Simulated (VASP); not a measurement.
# Yb3SnO: a series over U, part 3 of 3

Wanted: how far the results for Yb3SnO hang on the Hubbard correction. The start is a cell from a database of measured crystal structures.

VASP 6.6.1, plane waves and PAW; the level of theory is named at each step.

Still holding for the runs below: The k-mesh is coarse for a metal. DFT+U on an f shell has many metastable occupations, and no search among them was made.

So far. Step 6 (Series over U, start order fm, U 2): The run ends at a pressure of -6.67 GPa. Step 7 (Series over U, start order AFM, U 2): Energy at zero smearing: -30.12659 eV.

## Step 8: Series over U, start order fm, U 4

This step: LDA, DFT+U (Yb f 4 eV), spin-polarised from a ferromagnetic start; plane waves and PAW (Yb, Sn_d, O) (VASP 6.6.1).

Input file INCAR:

```
SYSTEM = Yb3SnO
PREC = Accurate
ENCUT = 480
EDIFF = 1E-06
NELM = 150
ISMEAR = 0
SIGMA = 0.05
LREAL = .FALSE.
ALGO = Normal
GGA = CA
NBANDS = 59
ISPIN = 2
MAGMOM = 1 1 1 0 0
LDAU = .TRUE.
LDAUTYPE = 4
LDAUL = 3 -1 -1
LDAUU = 4 0 0
LDAUJ = 0.5 0 0
LDAUPRINT = 1
LASPH = .TRUE.
LMAXMIX = 6
AMIX = 0.2
BMIX = 1E-04
AMIX_MAG = 0.8
BMIX_MAG = 1E-04
LORBIT = 11
LWAVE = .FALSE.
LCHARG = .FALSE.
KPAR = 2
NEDOS = 1200
```

Input file POSCAR:

```
Yb3SnO
1.0
    4.8368300000      0.0000000000      0.0000000000
    0.0000000000      4.8368300000      0.0000000000
    0.0000000000      0.0000000000      4.8368300000
Yb Sn O
3 1 1
Direct
    0.5000000000      0.5000000000      0.0000000000
    0.5000000000      0.0000000000      0.5000000000
    0.0000000000      0.5000000000      0.5000000000
    0.0000000000      0.0000000000      0.0000000000
    0.5000000000      0.5000000000      0.5000000000
```

Input file KPOINTS:

```
Automatic mesh
0
Gamma
4 4 4
0 0 0
```

Potentials, in the order of the species: Yb, Sn_d and O (PBE family, release 64).

Run with:

```
mpirun -np 2 vasp_std
```

The program printed:

```text
[... set-up lines as in an earlier step ...]
 entering main loop
       N       E                     dE             d eps       ncg     rms          rms(c)
DAV:   1     0.983752257507E+03    0.98375E+03   -0.26074E+04  3741   0.942E+03
DAV:   2     0.237427215822E+03   -0.74633E+03   -0.68169E+03  3831   0.153E+03
DAV:   3     0.176200034164E+02   -0.21981E+03   -0.21292E+03  3106   0.351E+02
DAV:   4    -0.206652835562E+02   -0.38285E+02   -0.37634E+02  4011   0.143E+02
[...]
DAV:  18    -0.295591669715E+02    0.12869E-04   -0.15507E-05  2992   0.467E-02    0.387E-01
DAV:  19    -0.295591602759E+02    0.66956E-05   -0.20457E-05  3816   0.759E-02    0.878E-02
DAV:  20    -0.295591594610E+02    0.81484E-06   -0.70609E-06  2880   0.349E-02
   1 F= -.29559159E+02 E0= -.29558331E+02  d E =-.165629E-02  mag=    -0.0001
```

The job ended after 2.2 min (2 MPI ranks of AMD EPYC 7R43, shared host; peak memory 0.42 GiB; 4.3 min of CPU time).

Parts of OUTCAR (step 8):

```text
  Total       -4.8445508     -4.8445508     -4.8445508      0.0000000      0.0000000     -0.0000000
  in kB      -68.5932888    -68.5932888    -68.5932888      0.0000000      0.0000000     -0.0000000
  external PRESSURE =     -68.5932888 kB  Pullay stress =       0.0000000 kB

  FREE ENERGIE OF THE ION-ELECTRON SYSTEM (eV)
  ---------------------------------------------------
  free  energy   TOTEN  =       -29.5591594610 eV

  energy  without entropy=      -29.5575031677  energy(sigma->0) =      -29.55833131

 magnetization (x)
# of ion       s       p       d       f       tot
--------------------------------------------------
    1       -0.000  -0.000   0.000  -0.000  -0.000
    2       -0.000  -0.000   0.000  -0.000  -0.000
    3       -0.000  -0.000   0.000  -0.000  -0.000
    4       -0.000   0.000  -0.000   0.000   0.000
    5        0.000   0.000   0.000   0.000   0.000
--------------------------------------------------
tot         -0.000  -0.000   0.000  -0.000  -0.000

[... 3 parts as in an earlier step ...]

[... 1 further part left out ...]
[key lines of the parts left out:]
E-fermi :   3.8584
```

Energy at zero smearing: -29.55833 eV.

The run ends at a pressure of -6.86 GPa.

## Step 9: Series over U, start order AFM, U 4

This step: LDA, DFT+U (Yb f 4 eV), spin-polarised from a ferrimagnetic start; plane waves and PAW (Yb, Sn_d, O) (VASP 6.6.1).

Changes to INCAR since step 8:

```diff
@@ -12,3 +12,3 @@
 ISPIN = 2
-MAGMOM = 1 1 1 0 0
+MAGMOM = 1 -1 1 0 0
 LDAU = .TRUE.
```

POSCAR is that of step 8.

KPOINTS is that of step 8.

Run with:

```
mpirun -np 2 vasp_std
```

The program printed:

```text
[... set-up lines as in an earlier step ...]
 entering main loop
       N       E                     dE             d eps       ncg     rms          rms(c)
DAV:   1     0.960555429156E+03    0.96056E+03   -0.26641E+04  6851   0.947E+03
DAV:   2     0.227006399673E+03   -0.73355E+03   -0.66792E+03  6860   0.151E+03
DAV:   3     0.162213355085E+02   -0.21079E+03   -0.20429E+03  5578   0.345E+02
DAV:   4    -0.197658266850E+02   -0.35987E+02   -0.35410E+02  6837   0.142E+02
[...]
DAV:  17    -0.295591584449E+02   -0.25238E-03   -0.25248E-03  7688   0.184E-01    0.586E-01
DAV:  18    -0.295591635554E+02   -0.51105E-05   -0.52961E-05  6992   0.657E-02    0.580E-01
DAV:  19    -0.295591629202E+02    0.63522E-06   -0.39422E-06  4392   0.366E-01
   1 F= -.29559163E+02 E0= -.29558335E+02  d E =-.165629E-02  mag=    -0.0002
```

Elapsed: 3.5 min, on 2 MPI ranks; peak memory 0.54 GiB.

Parts of OUTCAR (step 9):

```text
  Total       -5.5344564     -5.5387703     -5.5344564      0.0000000     -0.0000000      0.0000000
  in kB      -78.3615618    -78.4226417    -78.3615618      0.0000000     -0.0000000      0.0000000
  external PRESSURE =     -78.3819218 kB  Pullay stress =       0.0000000 kB

  FREE ENERGIE OF THE ION-ELECTRON SYSTEM (eV)
  ---------------------------------------------------
  free  energy   TOTEN  =       -29.5591629202 eV

  energy  without entropy=      -29.5575066272  energy(sigma->0) =      -29.55833477

 magnetization (x)
# of ion       s       p       d       f       tot
--------------------------------------------------
    1       -0.000  -0.000   0.000  -0.000  -0.000
    2        0.000  -0.000   0.000   0.000   0.000
    3       -0.000  -0.000   0.000  -0.000  -0.000
    4        0.000  -0.000   0.000   0.000  -0.000
    5        0.000   0.000   0.000   0.000   0.000
--------------------------------------------------
tot          0.000  -0.000   0.000  -0.000  -0.000

[... 3 parts as in an earlier step ...]

[... 1 further part left out ...]
[key lines of the parts left out:]
E-fermi :   3.8584
```

EDIFF was met while the residual of the charge density, rms(c), still stood at 0.06, so the density had not settled and the numbers of this run are doubtful.

Energy at zero smearing: -29.55833 eV.

## Step 10: Series over U, start order fm, U 6

This step: LDA, DFT+U (Yb f 6 eV), spin-polarised from a ferromagnetic start; plane waves and PAW (Yb, Sn_d, O) (VASP 6.6.1).

Changes to INCAR since step 9:

```diff
@@ -12,8 +12,8 @@
 ISPIN = 2
-MAGMOM = 1 -1 1 0 0
+MAGMOM = 1 1 1 0 0
 LDAU = .TRUE.
-LDAUTYPE = 4
+LDAUTYPE = 2
 LDAUL = 3 -1 -1
-LDAUU = 4 0 0
-LDAUJ = 0.5 0 0
+LDAUU = 6 0 0
+LDAUJ = 0 0 0
 LDAUPRINT = 1
```

POSCAR is that of step 9.

KPOINTS is that of step 9.

Run with:

```
mpirun -np 2 vasp_std
```

The program printed:

```text
[... set-up lines as in an earlier step ...]
 entering main loop
       N       E                     dE             d eps       ncg     rms          rms(c)
DAV:   1     0.974442507285E+03    0.97444E+03   -0.26397E+04  3815   0.963E+03
DAV:   2     0.242883767703E+03   -0.73156E+03   -0.66234E+03  3756   0.155E+03
DAV:   3     0.185059362027E+02   -0.22438E+03   -0.21730E+03  3153   0.350E+02
DAV:   4    -0.200788662071E+02   -0.38585E+02   -0.37979E+02  3962   0.145E+02
[...]
DAV:  18    -0.288117955441E+02    0.16917E-05   -0.22078E-05  3128   0.872E-02    0.283E-01
DAV:  19    -0.288117937085E+02    0.18357E-05   -0.53463E-06  2760   0.483E-02    0.228E-01
DAV:  20    -0.288117933830E+02    0.32549E-06   -0.52165E-06  2864   0.325E-02
   1 F= -.28811793E+02 E0= -.28810965E+02  d E =-.165629E-02  mag=     0.0001
```

Run time: 2.2 min. Hardware: 2 MPI ranks; peak memory 0.43 GiB; 4.5 min of CPU time.

From OUTCAR (step 10):

```text
  Total       -4.3903233     -4.3903233     -4.3903233     -0.0000000     -0.0000000     -0.0000000
  in kB      -62.1619474    -62.1619474    -62.1619474     -0.0000000     -0.0000000     -0.0000000
  external PRESSURE =     -62.1619474 kB  Pullay stress =       0.0000000 kB

  FREE ENERGIE OF THE ION-ELECTRON SYSTEM (eV)
  ---------------------------------------------------
  free  energy   TOTEN  =       -28.8117933830 eV

  energy  without entropy=      -28.8101370901  energy(sigma->0) =      -28.81096524

 magnetization (x)
# of ion       s       p       d       f       tot
--------------------------------------------------
    1       -0.000   0.000  -0.000   0.000   0.000
    2       -0.000   0.000  -0.000   0.000   0.000
    3       -0.000   0.000  -0.000   0.000   0.000
    4        0.000   0.000  -0.000   0.000   0.000
    5        0.000   0.000   0.000   0.000   0.000
--------------------------------------------------
tot          0.000   0.000  -0.000   0.000   0.000

[... 3 parts as in an earlier step ...]

[... 1 further part left out ...]
[key lines of the parts left out:]
E-fermi :   3.8510
```

Energy at zero smearing: -28.81097 eV.

The run ends at a pressure of -6.22 GPa.

## Step 11: Series over U, start order AFM, U 6

This step: LDA, DFT+U (Yb f 6 eV), spin-polarised from a ferrimagnetic start; plane waves and PAW (Yb, Sn_d, O) (VASP 6.6.1).

Changes to INCAR since step 10:

```diff
@@ -12,3 +12,3 @@
 ISPIN = 2
-MAGMOM = 1 1 1 0 0
+MAGMOM = 1 -1 1 0 0
 LDAU = .TRUE.
```

POSCAR is that of step 10.

KPOINTS is that of step 10.

Run with:

```
mpirun -np 2 vasp_std
```

The program printed:

```text
[... set-up lines as in an earlier step ...]
 entering main loop
       N       E                     dE             d eps       ncg     rms          rms(c)
DAV:   1     0.997707235797E+03    0.99771E+03   -0.26131E+04  6739   0.969E+03
DAV:   2     0.244869626931E+03   -0.75284E+03   -0.68621E+03  6845   0.160E+03
DAV:   3     0.201059036973E+02   -0.22476E+03   -0.21789E+03  5545   0.354E+02
DAV:   4    -0.187222637226E+02   -0.38828E+02   -0.38206E+02  6598   0.148E+02
[...]
DAV:  19    -0.288118009769E+02    0.55742E-05   -0.54907E-06  5464   0.494E-02    0.684E-01
DAV:  20    -0.288117933127E+02    0.76641E-05   -0.28900E-05  6056   0.138E-01    0.196E-01
DAV:  21    -0.288117931794E+02    0.13335E-06   -0.75498E-06  5712   0.617E-02
   1 F= -.28811793E+02 E0= -.28810965E+02  d E =-.165629E-02  mag=     0.0000
```

Elapsed: 4.6 min, on 2 MPI ranks; peak memory 0.52 GiB.

OUTCAR, selected parts (step 11):

```text
  Total       -4.2622395     -4.2618517     -4.2622395      0.0000000     -0.0000000      0.0000000
  in kB      -60.3484279    -60.3429368    -60.3484279      0.0000000     -0.0000000      0.0000000
  external PRESSURE =     -60.3465975 kB  Pullay stress =       0.0000000 kB

  FREE ENERGIE OF THE ION-ELECTRON SYSTEM (eV)
  ---------------------------------------------------
  free  energy   TOTEN  =       -28.8117931794 eV

  energy  without entropy=      -28.8101368863  energy(sigma->0) =      -28.81096503

 magnetization (x)
# of ion       s       p       d       f       tot
--------------------------------------------------
    1        0.000   0.000   0.000   0.000   0.000
    2       -0.000  -0.000   0.000  -0.000  -0.000
    3        0.000   0.000   0.000   0.000   0.000
    4       -0.000  -0.000   0.000   0.000  -0.000
    5       -0.000  -0.000   0.000   0.000  -0.000
--------------------------------------------------
tot          0.000   0.000   0.000  -0.000  -0.000

[... 3 parts as in an earlier step ...]

[... 1 further part left out ...]
[key lines of the parts left out:]
E-fermi :   3.8509
```

Energy at zero smearing: -28.81097 eV.

The run ends at a pressure of -6.03 GPa.

## Step 12: Summary

This step: DFT+U series, LDA; plane waves and PAW (VASP 6.6.1).

Derived from the runs above.

Energies at different U are not comparable. U series, by row:

| U (eV) | J (eV) | LDAUTYPE | start | energy (eV/atom) | mean moment (μB) | gap on the mesh (eV) | pressure (GPa) |
| --- | --- | --- | --- | --- | --- | --- | --- |
| 0 | 0 | - | fm | -6.213 | 0 | 0 | -7.567 |
| 0 | 0 | - | afm | -6.213 | 0 | 0 | -9.358 |
| 1 | 0 | 2 | fm | -6.113 | 0 | 0 | -8.348 |
| 1 | 0 | 2 | afm | -6.113 | 0 | 0 | -7.693 |
| 2 | 0 | 2 | fm | -6.025 | 0 | 0 | -6.67 |
| 2 | 0 | 2 | afm | -6.025 | 0 | 0 | -7.12 |
| 4 | 0.5 | 4 | fm | -5.912 | 0 | 0 | -6.859 |
| 4 | 0.5 | 4 | afm | -5.912 | 0 | 0 | -7.838 |
| 6 | 0 | 2 | fm | -5.762 | 0 | 0 | -6.216 |
| 6 | 0 | 2 | afm | -5.762 | 0 | 0 | -6.035 |

## Step 13: Summary of results

```
U = 0 eV, J = 0 eV, fm start    : mean size of the moments 0.00 μB
U = 0 eV, J = 0 eV, afm start   : mean size of the moments 0.00 μB
U = 1 eV, J = 0 eV, fm start    : mean size of the moments 0.00 μB
U = 1 eV, J = 0 eV, afm start   : mean size of the moments 0.00 μB
U = 2 eV, J = 0 eV, fm start    : mean size of the moments 0.00 μB
U = 2 eV, J = 0 eV, afm start   : mean size of the moments 0.00 μB
U = 4 eV, J = 0.5 eV, fm start  : mean size of the moments 0.00 μB
U = 4 eV, J = 0.5 eV, afm start : mean size of the moments 0.00 μB
U = 6 eV, J = 0 eV, fm start    : mean size of the moments 0.00 μB
U = 6 eV, J = 0 eV, afm start   : mean size of the moments 0.00 μB
```

What this shows: In the runs at U = 0, J = 0 eV (afm), U = 2, J = 0 eV (afm) and U = 4, J = 0.5 eV (afm) the charge density had not settled, so their rows mean little. For the ferromagnetic start without J, from U = 0 to 6 eV the mean moment goes from 0.00 to 0.00 μB, the cell stays metallic, and the pressure goes from -7.6 to -6.2 GPa, though two runs that ended in one state differ by 1.8 GPa, so the pressures are that unsure. A jump between neighbouring rows can also mean that the runs ended in different spin or orbital states. U acts inside the PAW spheres, so the same number means something else in a code with other projectors.

[Lines on the potential files, build, host, timing and source positions are cut from VASP's logs without a mark.]

[Logs are printed without paths, hosts, clocks, repeated set-up lines and the standing remarks that a program may print on its own settings, such as how far it seeks lower states.]

[Hosts, paths, dates, database ids (printed as entryN), source tags and the programs' standing remarks are cut or masked in the printed files.]

[In band tables of VASP the shares of atoms and orbitals are scaled to a sum of 1 inside the atoms' spheres.]

[Runs that stopped without an error message from VASP are left out.]
